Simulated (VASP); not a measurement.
OSZICAR of a VASP run on SnSe$_{2}$ (atoms displaced from the space group 164 structure):

OSZICAR:
```
       N       E                     dE             d eps       ncg     rms          rms(c)
DAV:   1    -0.186879383163E+04   -0.18688E+04   -0.95854E+03  1224   0.124E+03
DAV:   2    -0.202689018244E+04   -0.15810E+03   -0.15591E+03  1456   0.307E+02
DAV:   3    -0.204122396941E+04   -0.14334E+02   -0.14037E+02  1459   0.993E+01
DAV:   4    -0.204159991031E+04   -0.37594E+00   -0.37554E+00  1602   0.169E+01
DAV:   5    -0.138980110665E+02    0.20277E+04   -0.64751E+00  1547   0.381E+01    0.573E+00
DAV:   6    -0.134281478225E+02    0.46986E+00   -0.12343E+00  1707   0.906E+00    0.389E+00
DAV:   7    -0.134403137609E+02   -0.12166E-01   -0.36722E-01  1560   0.366E+00    0.243E+00
DAV:   8    -0.134416758570E+02   -0.13621E-02   -0.28836E-02  1596   0.103E+00    0.143E+00
DAV:   9    -0.134378761877E+02    0.37997E-02   -0.76720E-03  1531   0.648E-01    0.783E-01
DAV:  10    -0.134373997274E+02    0.47646E-03   -0.27562E-03  1581   0.283E-01    0.420E-01
DAV:  11    -0.134372318669E+02    0.16786E-03   -0.21941E-04  1658   0.117E-01    0.242E-01
DAV:  12    -0.134371532638E+02    0.78603E-04   -0.84055E-05  1705   0.835E-02    0.137E-01
DAV:  13    -0.134371381739E+02    0.15090E-04   -0.40017E-05  1595   0.469E-02    0.753E-02
DAV:  14    -0.134371366257E+02    0.15482E-05   -0.77907E-06  1572   0.209E-02    0.420E-02
DAV:  15    -0.134371374540E+02   -0.82826E-06   -0.28064E-06  1337   0.128E-02
   1 F= -.13437137E+02 E0= -.13437137E+02  d E =-.117110E-12
```

Task: Which electronic solver shows in the log?

Result: It is blocked Davidson (ALGO = Normal, or the opening steps of other solvers). The INCAR had ALGO = Normal.

Task: Can the final energy be trusted as converged?

Result: The calculation finished and met its thresholds. It stopped with EDIFF = 1E-6, NELM = 100 (B3LYP hybrid, plane waves, VASP's PBE PAW potentials (set 64)).

The structure comes from a computed database's SnSe2 entry; how it stands against other phases isn't given here. The cell was not relaxed at this level, atoms are displaced from their ideal sites. The k-mesh is coarse (spacing up to 0.47 per Å, 2π included), so the numbers may not be converged in it. The run is one of a series of settings (AEXX = 0.2, AGGAC = 0.81, AGGAX = 0.72, ALDAC = 0.19, GGA = B3, HFRCUT = -1, ISYM = 3, LHFCALC = .TRUE., PRECFOCK = Fast, KPOINTS 4×4×4 Γ-centred mesh against the base run), some of them coarse on purpose.
